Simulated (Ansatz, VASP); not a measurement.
## Cross-check of Sb between VASP and Ansatz

Aim: how closely do two programs agree when they are given the same cell, functional and k mesh? Valence electrons are named where the data sets of a main pair hold unlike numbers.

Program: Ansatz 0.2.0. Level of theory: plane waves, with VASP 6.6.1 beside it; single point at PBEsol. Results are calculated unless marked as measured.

## 1. The starting structure

The structure is trigonal, space group R-3m (No. 166). The conventional cell has a = 4.301 Å, b = 4.301 Å, c = 11.222 Å, α = 90.00°, β = 90.00°, γ = 120.00°. Nearest to Sb lie 3 Sb at 2.90 Å.

## 2. Ansatz: single point, PBEsol

Ansatz runs on its default PAW (the set named soft_2) files.

A single point gives forces, pressure and levels at one fixed geometry, so differences don't come from the geometry; what else differs is listed under the comparison.

The input, input.yaml:

```yaml
crystal:
  lattice:
    - [2.15035, 1.2415051514, 3.7406666667]
    - [-2.15035, 1.2415051514, 3.7406666667]
    - [0.0, -2.4830103027, 3.7406666667]
  atoms:
    - { symbol: Sb, position: [0.76638, 0.76638, 0.76638] }
    - { symbol: Sb, position: [0.23362, 0.23362, 0.23362] }
hamiltonian:
  xc: pbesol
  pseudopotentials: { kind: paw }
kpoints:
  mp_grid: { grid: [6, 6, 6] }
scf:
  occupations: { method: gaussian, width: 0.05 }
  n_extra_bands: 4
output:
  forces: true
  stress: true
  eigenvalues: true
```

Started as:

```bash
$ ansatz run input.yaml --threads 2 --pin off --max-ram 4608MiB --backend cpu --events-out ev --progress --plain --runs-dir out
```

Numbers of over 12 decimals in the logs are rounded to 6 here.

Log:

```text
scf.n_extra_bands = 4 over 15 filled bands (N_el = 30.0): the run solves 19 bands
Engine: ansatz 0.2.0, aarch64-unknown-linux-gnu
Pseudopotentials: kind: paw
Pseudopotential: Sb, paw, valence charge 15, recommended cutoff 420 eV (normal), Sb.paw.azcp
Functional definition: PBEsol
  exchange = pbesol_x
  correlation = pbesol_c
Crystal: 2 atoms, lattice volume = 59.918 Å³
Basis set: ecut = 420 eV, 1171 PW (Γ), exchange–correlation on 64×64×64 points (8 copies of the dense FFT grid, shifted against one another)
Bands: 19, of which v1, the nominal top of the filled ones, is band 15 counted from 1 (14 counted from 0)
Symmetry: 12 space group operations
Space group: R-3m (ITA 166), of the structure as read, at distance tolerance 3.9e-5 Å
k-points: 32 of 216
Non-local potential: Sb, projectors of the file, l = 0: 2, l = 1: 2, l = 2: 2, l = 3: 2
PAW form: soft (Blöchl's): semilocal exchange-correlation on the pseudo side does not see the compensation charge
PAW frozen core: Sb, regenerated for the run's functional, and the local potential with it (the file was generated under x = pbe(κ = 0.804, μ = 0.219515), c = pbe(β = 0.066725))
PAW one-centre angular grid: Sb, 590 points (default); XC on 64 Gauss nodes
Initial density: superposition of atomic densities (neutral atoms: chi_scale 0, normalization atom), corrected by the library's trained network
Initial wavefunctions: pseudopotential atomic-orbital guess
Functional: x = pbesol(κ = 0.804, μ = 0.123457), c = pbesol(β = 0.046)
SCF iter   1: F=—  HF=-12816.186505 eV  |F-HF|=—  |Δ(HF+E_count)|=         —  Δρ=2.49e-3  dr2=2.16e-3  ethr=1.77e-3  ⟨swp⟩=6.2  Hψ=3199  notcnv=0
preconditioner: auto → none  [insulator: Δε(μ)=0.294 eV  Ē_g=8.709 eV  σ=0.050 eV  W_gap=0.55  n_scr=14 (ndim 8)  ℏωp=15.2 eV  f_vac=0.001  D(μ)=0.75/eV (n_scr^D=0)  ε∞_Penn≈4.0]
SCF iter   2: F=—  HF=-12816.184140 eV  |F-HF|=—  |Δ(HF+E_count)|=   2.37e-3  Δρ=1.36e-3  dr2=5.60e-4  ethr=7.22e-6  ⟨swp⟩=2.9  Hψ=1390  notcnv=0
SCF iter   3: F=—  HF=-12816.184170 eV  |F-HF|=—  |Δ(HF+E_count)|=   3.03e-5  Δρ=6.44e-4  dr2=2.81e-4  ethr=1.87e-6  ⟨swp⟩=2.0  Hψ=1091  notcnv=0
SCF iter   4: F=—  HF=-12816.184041 eV  |F-HF|=—  |Δ(HF+E_count)|=   1.29e-4  Δρ=1.73e-4  dr2=1.53e-5  ethr=9.36e-7  ⟨swp⟩=2.0  Hψ=1086  notcnv=0
SCF iter   5: F=—  HF=-12816.184039 eV  |F-HF|=—  |Δ(HF+E_count)|=   2.02e-6  Δρ=1.66e-4  dr2=9.58e-6  ethr=5.09e-8  ⟨swp⟩=2.0  Hψ=1091  notcnv=0
SCF iter   6: F=—  HF=-12816.184033 eV  |F-HF|=—  |Δ(HF+E_count)|=   5.38e-6  Δρ=6.24e-5  dr2=1.42e-6  ethr=3.19e-8  ⟨swp⟩=2.0  Hψ=928  notcnv=0
SCF iter   7: F=-12816.184032 eV  HF=-12816.184032 eV  |F-HF|=2.81e-8  |Δ(HF+E_count)|=   8.31e-7  Δρ=1.05e-5  dr2=2.82e-8  ethr=3.33e-10  ⟨swp⟩=3.6  Hψ=2808  notcnv=0
SCF 1 converged in 7 iterations: F = -12816.184032 eV  dr2 = 2.82e-8
  greatest PAW one-centre occupation: 0.996 electrons in one spin orbital (limit 2), on the Sb atom at site 1 (counted from 0), in its partial waves of l = 2
SCF converged after 7 iterations
Free energy (F): -12816.184032 eV
Harris-Foulkes:  -12816.184032 eV  (|F-HF|=2.81e-8)
Internal energy: -12816.183114 eV  (E = F + TS)
E sigma→0 (E₀):  -12816.183573 eV
Entropy (-TS):   -0.000919 eV (-0.459 meV/atom)
Fermi energy:    10.114550 eV
--- Per-component energies (eV) ---
  E_band       = -338.251780
  E_kinetic    = 415.114836
  E_local      = -3184.780404  (includes V_loc(G=0)·N_el)
  E_nonlocal   = 728.110973
  E_hartree    = 1442.261141
  E_xc         = -275.211842
  E_vxc        = -193.539638  (∫ρ·V_xc dr)
  E_paw        = -8999.062310  (= ΣΔE_a)
  E_vpaw       = -987.689953  (= ΣTr[D̂ρ^β])
  E_aug_tail   = -0.000004  (compensation charges beyond the density's cutoff)
  E_ewald      = -2943.279220
  E_core_change = 0.663714  (= ΣΔE_core)
  E_smearing   = -0.000919  (= −TS)
  E_closure    = 0.000000  (closes the sum)
  Σ components = -12816.184032   (vs F -12816.184032, Δ=0.00e0)
--- Forces (eV/Å), atoms counted from 1 ---
  atom   1  Sb     0.00000000    -0.00000000    -0.03913134
  atom   2  Sb     0.00000000     0.00000000     0.03913134
  max |Σ_I F_I| component: 1.85e-17 eV/Å
--- Stress (GPa, compression-positive) ---
        0.629180       0.000000      -0.000000
        0.000000       0.629180      -0.000000
       -0.000000      -0.000000       0.324719
  P = ⅓ Tr σ = 0.5277 GPa (5.277 kbar)
--- Band table (eV; the first three rows and the last of 32) ---
  k-point 0: bands = [... 11 lower, 5.2546, 7.9906, 8.2515, 8.2515, 12.1592, 12.7733, 12.7733, 15.1520]
  k-point 1: bands = [... 11 lower, 4.0595, 8.0319, 8.1892, 8.6894, 11.8524, 12.0473, 12.0902, 14.5617]
  k-point 2: bands = [... 11 lower, 1.9896, 8.1114, 8.1244, 9.2171, 10.7294, 10.8073, 10.9897, 15.6964]
  k-point 31: bands = [... 11 lower, 1.0000, 8.7434, 8.7434, 9.5642, 10.1560, 10.1560, 11.1290, 17.0582]
```

The job ended after 1.4 s (2 threads of Arm Neoverse V2, shared host; peak memory 0.32 GiB).

In the SCF lines HF is the Harris–Foulkes energy and dr2 the Hartree energy of the density residual, in eV; the loop may stop once dr2 is under the threshold and the program's other checks hold. Hψ counts applications of the Hamiltonian.

The run ends at a pressure of 0.53 GPa, with forces up to 0.039 eV/Å.

## 3. VASP: single point, PBEsol

The same cell, functional, mesh and smearing now go to VASP, with its own data sets.

Lines of VASP's logs that name or quote its potential files are left out, and so is its time.

The input, INCAR:

```
SYSTEM = Sb
PREC = Accurate
ENCUT = 400
EDIFF = 1E-05
NELM = 100
ISMEAR = 0
SIGMA = 0.05
LREAL = .FALSE.
ALGO = Normal
GGA = PS
NBANDS = 11
LORBIT = 11
LWAVE = .FALSE.
LCHARG = .FALSE.
KPAR = 2
```

The input, POSCAR:

```
Sb
1.0
    2.1503500000      1.2415051514      3.7406666667
   -2.1503500000      1.2415051514      3.7406666667
    0.0000000000     -2.4830103027      3.7406666667
Sb
2
Direct
    0.7663800000      0.7663800000      0.7663800000
    0.2336200000      0.2336200000      0.2336200000
```

The input, KPOINTS:

```
Automatic mesh
0
Gamma
6 6 6
0 0 0
```

PAW data sets: Sb (PBE family, release 64).

Started as:

```bash
$ mpirun -np 2 vasp_std
```

Log:

```text
[banner, memory and clock lines left out]
running    2 mpi-ranks, on    1 nodes
 distrk:  each k-point on    1 cores,    2 groups
 distr:  one band on    1 cores,    1 groups

 POSCAR found type information on POSCAR Sb
 POSCAR found :  1 types and       2 ions
|                                                                             |
|               ----> ADVICE to this user running VASP <----                  |
|                                                                             |
|     You enforced a specific xc type in the INCAR file but a different       |
|     [... a line on the potential file left out ...]
|     I HOPE YOU KNOW WHAT YOU ARE DOING!                                     |
|                                                                             |

 LDA part: xc-table for (Slater+PW92), standard interpolation
 POSCAR, INCAR and KPOINTS ok, starting setup
 FFT: planning ... GRIDC
 FFT: planning ... GRID_SOFT
 FFT: planning ... GRID
 WAVECAR not read
 entering main loop
       N       E                     dE             d eps       ncg     rms          rms(c)
DAV:   1     0.310328467192E+02    0.31033E+02   -0.31378E+03   704   0.582E+02
DAV:   2    -0.744392152491E+01   -0.38477E+02   -0.37281E+02   929   0.103E+02
DAV:   3    -0.913080765063E+01   -0.16869E+01   -0.16783E+01   849   0.247E+01
DAV:   4    -0.914500646817E+01   -0.14199E-01   -0.14172E-01   788   0.279E+00
DAV:   5    -0.914517832966E+01   -0.17186E-03   -0.17186E-03   825   0.330E-01    0.294E+00
DAV:   6    -0.913423036648E+01    0.10948E-01   -0.24556E-03   785   0.298E-01    0.177E+00
DAV:   7    -0.912774995183E+01    0.64804E-02   -0.59622E-03   773   0.459E-01    0.519E-02
DAV:   8    -0.912779299965E+01   -0.43048E-04   -0.14151E-04   791   0.850E-02    0.125E-02
DAV:   9    -0.912779831198E+01   -0.53123E-05   -0.68451E-06   592   0.181E-02
   1 F= -.91277983E+01 E0= -.91273414E+01  d E =-.913734E-03
```

Parts of OUTCAR (step 3):

```text
ion  position               nearest neighbor table
   1  0.766  0.766  0.766-   2 2.90   2 2.90   2 2.90   2 3.34   2 3.34   2 3.34
   2  0.234  0.234  0.234-   1 2.90   1 2.90   1 2.90   1 3.34   1 3.34   1 3.34

  LATTYP: Found a trigonal (rhomboedric) cell.
 ALAT       =     4.4897580419
 COS(alpha) =     0.5412221644

 Subroutine GETGRP returns: Found 12 space group operations
 (whereof 12 operations were pure point group operations)

The static configuration has the point symmetry D_3d.

 Found     32 irreducible k-points:

   k-points           NKPTS =     32   k-points in BZ     NKDIM =     32   number of bands    NBANDS=     11

   dimension x,y,z NGX =    30 NGY =   30 NGZ =   30
   dimension x,y,z NGXF=    60 NGYF=   60 NGZF=   60

   ENCUT  =  400.0 eV  29.40 Ry    5.42 a.u.   7.32  7.32  7.32*2*pi/ulx,y,z

   NELECT =      10.0000    total number of electrons

 k-points in reciprocal lattice and weights: Automatic mesh
   0.00000000  0.00000000  0.00000000       0.005
   0.16666667  0.00000000  0.00000000       0.028
   0.33333333  0.00000000  0.00000000       0.028
   0.50000000  0.00000000  0.00000000       0.014
   0.16666667  0.16666667  0.00000000       0.028
   0.33333333  0.16666667  0.00000000       0.056
   0.50000000  0.16666667 -0.00000000       0.056
  -0.33333333  0.16666667 -0.00000000       0.056
  -0.16666667  0.16666667  0.00000000       0.028
[...]
-0.33333333  0.50000000  0.33333333       0.028
   0.50000000  0.50000000  0.50000000       0.005

 average (electrostatic) potential at core
       1 -85.5864       2 -85.5864

 E-fermi :   7.2975

 k-point     1 :       0.0000    0.0000    0.0000
  band No.  band energies     occupation
      1      -5.5590      2.00000
      2       2.4719      2.00000
      3       5.1727      2.00000
      4       5.4272      2.00000
      5       5.4272      2.00000
      6       9.3167      0.00000
      7       9.9502      0.00000
      8       9.9502      0.00000
      9      12.2781      0.00000
     10      12.2781      0.00000
    ...

 k-point     2 :       0.1667    0.0000    0.0000
  band No.  band energies     occupation
      1      -5.2502      2.00000
      2       1.2606      2.00000
      3       5.2117      2.00000
      4       5.3629      2.00000
      5       5.8784      2.00000
      6       9.0234      0.00000
      7       9.2305      0.00000
      8       9.2737      0.00000
      9      11.7041      0.00000
     10      12.2456      0.00000
    ...

 k-point     3 :       0.3333    0.0000    0.0000
  band No.  band energies     occupation
      1      -4.3424      2.00000
      2      -0.8225      2.00000
      3       5.2914      2.00000
      4       5.2939      2.00000
      5       6.4082      2.00000
      6       7.9094      0.00000
      7       7.9938      0.00000
      8       8.1782      0.00000
      9      12.8400      0.00000
     10      13.6484      0.00000
    ...

  Total        0.3173477      0.3173477      0.1760584      0.0000000      0.0000000      0.0000000
  in kB        8.4857066      8.4857066      4.7077069      0.0000000      0.0000000      0.0000000
  external PRESSURE =       7.2263734 kB  Pullay stress =       0.0000000 kB

  energy-cutoff  :      400.00
  volume of cell :       59.92
      direct lattice vectors                 reciprocal lattice vectors
     2.150350000  1.241505151  3.740666667     0.232520287  0.134245651  0.089110675
    -2.150350000  1.241505151  3.740666667    -0.232520287  0.134245651  0.089110675
     0.000000000 -2.483010303  3.740666667     0.000000000 -0.268491301  0.089110675

 POSITION                                       TOTAL-FORCE (eV/Angst)
 -----------------------------------------------------------------------------------
      0.00000      0.00000      8.60032         0.000000     -0.000000     -0.094940
      0.00000      0.00000      2.62168         0.000000      0.000000      0.094940
 -----------------------------------------------------------------------------------
    total drift:                               -0.000000     -0.000000     -0.000000

  FREE ENERGIE OF THE ION-ELECTRON SYSTEM (eV)
  ---------------------------------------------------
  free  energy   TOTEN  =        -9.1277983120 eV

  energy  without entropy=       -9.1268845784  energy(sigma->0) =       -9.12734145

 total charge
# of ion       s       p       d       tot
------------------------------------------
    1        1.217   1.149   0.036   2.403
    2        1.217   1.149   0.036   2.403
--------------------------------------------------
tot          2.434   2.299   0.072   4.805

[... 3 further parts left out ...]
```

The k-mesh is coarse for a metal.

The run ends at a pressure of 0.72 GPa, with forces up to 0.095 eV/Å.

## 4. Side by side

Known differences besides the potentials themselves: the data sets hold 30 valence electrons in Ansatz (on its default PAW (the set named soft_2) files) and 10 in VASP; the cutoff is 420 eV in Ansatz and 400 eV in VASP; Ansatz makes its cores anew for this functional, VASP keeps those of its PBE data sets; VASP leaves aspherical gradient terms in its spheres out (LASPH is not set), Ansatz keeps them. Total energies have different zeros and are not compared.

The two programs side by side:

```csv
quantity,Ansatz,VASP,difference
pressure (GPa),0.53,0.72,-0.19
```

Forces (eV/Å; atoms numbered as in POSCAR):

```
atom        Ansatz x, y, z          VASP x, y, z
 Sb1  0.000, 0.000, -0.039  0.000, 0.000, -0.095
 Sb2   0.000, 0.000, 0.039   0.000, 0.000, 0.095
```

The forces differ by 32 meV/Å r.m.s., which is 58.8 % of the r.m.s. force of 0.055 eV/Å (both taken over all components).

## 5. Further runs

Further runs change the set-up of one program: Ansatz's method, potentials or start, or VASP's data sets, cutoff or form of LDA. The table gives Ansatz less VASP for each quantity, since a change that brings one quantity closer may part another.

```csv
run,r.m.s. force difference (meV/Å),pressure (GPa)
as above,32,-0.19
cores kept as stored,32,-0.19
Ansatz's all-electron LAPW method,32,-0.19
Ansatz's larger PAW set (cutoff 430 eV),32,-0.19
norm-conserving potentials (cutoff 1088 eV),28,-0.23
```

[end of part 1 of 2]

[Lines on the potential files, build, host, timing and source positions are cut from VASP's logs without a mark.]

[Logs are printed without paths, hosts, clocks, repeated set-up lines and the standing remarks that a program may print on its own settings, such as how far it seeks lower states.]

[Hosts, paths, dates, database ids (printed as entryN), source tags and the programs' standing remarks are cut or masked in the printed files.]
